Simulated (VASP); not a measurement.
AgCl:

```
CELL_PARAMETERS angstrom
0.00000 2.77315 2.77315
2.77315 0.00000 2.77315
2.77315 2.77315 0.00000
ATOMIC_POSITIONS crystal
Ag 0.50000 0.50000 0.50000
Cl 0.00000 0.00000 0.00000
```

```yaml
Program: VASP 6.6.1
Task: relaxation of cell and atoms
Functional: PBE
Potentials_or_basis: VASP PAW PBE potentials, release 64 (Ag, Cl)
Cutoff: 600 eV
k_mesh: 8 × 8 × 8
Occupations: gaussian, width 0.02 eV
Spin: no spin polarisation
```

At the start: pressure 1.5 GPa; volume 21.33 Å³/atom.

Q: Where does the relaxation end?

A: Over 3 steps the energy falls by 3.2 meV/atom and the volume is 22.04 Å³/atom (+3.3 %); space group Fm-3m (No. 225, to 0.05 Å).

Step by step:
```csv
step,energy change (eV),largest force (eV/Å),pressure (GPa),volume (Å³)
1,0.0000,0.0000,1.51,42.65
2,-0.0063,0.0000,0.16,43.90
3,-0.0064,0.0000,-0.02,44.08
```

Final structure:
```cif
data_structure
_symmetry_space_group_name_H-M 'P 1'
_symmetry_Int_Tables_number 1
_cell_length_a 3.9650
_cell_length_b 3.9650
_cell_length_c 3.9650
_cell_angle_alpha 60.000
_cell_angle_beta 60.000
_cell_angle_gamma 60.000
_cell_volume 44.08
loop_
_atom_site_label
_atom_site_type_symbol
_atom_site_fract_x
_atom_site_fract_y
_atom_site_fract_z
_atom_site_occupancy
Ag1 Ag 0.50000 0.50000 0.50000 1
Cl1 Cl 0.00000 0.00000 0.00000 1
```
